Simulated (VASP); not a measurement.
Computed with PBE GGA, VASP's PBE PAW potentials (set 64) (plane waves; VASP).

Input for VASP

**KPOINTS**
```
Automatic mesh
0
Gamma
15 15 15
0 0 0
```

File POSCAR:
```
Al
2.853740
  0.0000000000   0.7071067003   0.7071067003
  0.7071067003   0.0000000000   0.7071067003
  0.7071067003   0.7071067003   0.0000000000
Al
1
Cartesian
  0.0000000000   0.0000000000   0.0000000000
```

**INCAR**
```
# general
SYSTEM  =  Al
PREC    =  Accurate
ENCUT   =  520
LREAL   =  F
LASPH   =  T

# electronic loop
EDIFF   =  1E-7
NELM    =  100
ALGO    =  Normal

# smearing
ISMEAR  =  1
SIGMA   =  0.1

# functional
GGA     =  PE

# ions
ISIF    =  2

# output
LWAVE   =  F
LCHARG  =  F
```

POTCAR, in this order: Al (PBE.64 set). Program: vasp_std.

Output

**OSZICAR**
```
       N       E                     dE             d eps       ncg     rms          rms(c)
DAV:   1    -0.151929222605E+01   -0.15193E+01   -0.84311E+02  1245   0.326E+02
DAV:   2    -0.374978316455E+01   -0.22305E+01   -0.21518E+01  1590   0.316E+01
DAV:   3    -0.376837538386E+01   -0.18592E-01   -0.18586E-01  1620   0.339E+00
DAV:   4    -0.376844241166E+01   -0.67028E-04   -0.67027E-04  1625   0.202E-01
DAV:   5    -0.376844289976E+01   -0.48811E-06   -0.48817E-06  1585   0.131E-02    0.131E+00
DAV:   6    -0.375528112061E+01    0.13162E-01   -0.16436E-03  1460   0.310E-01    0.763E-01
DAV:   7    -0.374567012623E+01    0.96110E-02   -0.49616E-03  1410   0.503E-01    0.147E-01
DAV:   8    -0.374566638168E+01    0.37445E-05   -0.24282E-05  1480   0.528E-02    0.742E-03
DAV:   9    -0.374566486418E+01    0.15175E-05   -0.99374E-07  1535   0.692E-03    0.118E-03
DAV:  10    -0.374566448199E+01    0.38219E-06   -0.51151E-09  1220   0.796E-04    0.867E-04
DAV:  11    -0.374566441071E+01    0.71282E-07   -0.26546E-10   750   0.160E-04
   1 F= -.37456644E+01 E0= -.37456553E+01  d E =-.272692E-04
```

### OUTCAR
```
------------------------ aborting loop because EDIFF is reached ----------------------------------------
  FORCE on cell =-STRESS in cart. coord.  units (eV):
  Direction    XX          YY          ZZ          XY          YZ          ZX
  --------------------------------------------------------------------------------------
  Total        0.0107933      0.0107933      0.0107933      0.0000000     -0.0000000     -0.0000000
  in kB        1.0522884      1.0522884      1.0522884      0.0000000     -0.0000000     -0.0000000
  external PRESSURE =       1.0522884 kB  Pullay stress =       0.0000000 kB
  volume of cell :       16.43
      direct lattice vectors                 reciprocal lattice vectors
     0.000000000  2.017898675  2.017898675    -0.247782511  0.247782511  0.247782511
     2.017898675  0.000000000  2.017898675     0.247782511 -0.247782511  0.247782511
     2.017898675  2.017898675  0.000000000     0.247782511  0.247782511 -0.247782511
 POSITION                                       TOTAL-FORCE (eV/Angst)
 -----------------------------------------------------------------------------------
      0.00000      0.00000      0.00000         0.000000     -0.000000     -0.000000
 -----------------------------------------------------------------------------------
    total drift:                                0.000000      0.000000     -0.000000
  FREE ENERGIE OF THE ION-ELECTRON SYSTEM (eV)
  ---------------------------------------------------
  free  energy   TOTEN  =        -3.7456644107 eV

  energy  without entropy=       -3.7456371415  energy(sigma->0) =       -3.74565532
```
(Selected blocks of OUTCAR.)

The compound is Al in the fcc structure. It was relaxed first.
